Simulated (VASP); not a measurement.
An input for Quantum ESPRESSO's pw.x (written as the equivalent of a VASP run, and not itself run):

```
&CONTROL
  calculation = 'scf'
  pseudo_dir = './pseudo'
  outdir = './out'
  tprnfor = .true.
  tstress = .true.
/
&SYSTEM
  ibrav = 0
  nat = 2
  ntyp = 2
  ecutwfc = 84
  occupations = 'tetrahedra'
  input_dft = 'pbesol'
/
&ELECTRONS
  conv_thr = 7.3e-09
  electron_maxstep = 100
/
ATOMIC_SPECIES
  Zr 91.224 Zr.upf
  N 14.007 N.upf
CELL_PARAMETERS angstrom
     0.0000000    2.2770606    2.2770606
     2.2770606    0.0000000    2.2770606
     2.2770606    2.2770606    0.0000000
ATOMIC_POSITIONS crystal
  Zr   0.0000000  0.0000000  0.0000000
  N    0.5000000  0.5000000  0.5000000
K_POINTS automatic
  15 15 15 0 0 0
```

Task: Write the VASP files for the same calculation (PBEsol).

Result: This is not unique; one that fits is 
INCAR:
```
NELM=100
LCHARG=T
SYSTEM=ZrN
ENCUT=520
LREAL=F
PREC=Accurate
LWAVE=F
GGA=PS   ! PBEsol
ALGO=Normal   ! blocked Davidson
LORBIT=11   ! lm-projected
ISMEAR=-5
LMAXMIX=4
NEDOS=601
ISIF=2   ! forces and stress, cell fixed
LASPH=T
EDIFF=1E-7
```

**KPOINTS**
```
K-points
0
G
 15 15 15
```

POSCAR:
```
ZrN
3.220250
  0.0000000000   0.7071067776   0.7071067776
  0.7071067776   0.0000000000   0.7071067776
  0.7071067776   0.7071067776   0.0000000000
Zr N
1 1
Direct
  0.0000000000   0.0000000000   0.0000000000
  0.5000000000   0.5000000000   0.5000000000
```

POTCAR, in this order: Zr_sv N (PBE.64 set). Program: vasp_std.

The two are equivalent in intent, not identical: the potentials are each code's own (VASP's PAW set, PseudoDojo norm-conserving files in pw.x), so ENCUT and ecutwfc are chosen apart and not converted; conv_thr bounds pw.x's estimated SCF error, while EDIFF bounds the energy change between steps.

The compound is ZrN in the rock salt structure. It was relaxed first.
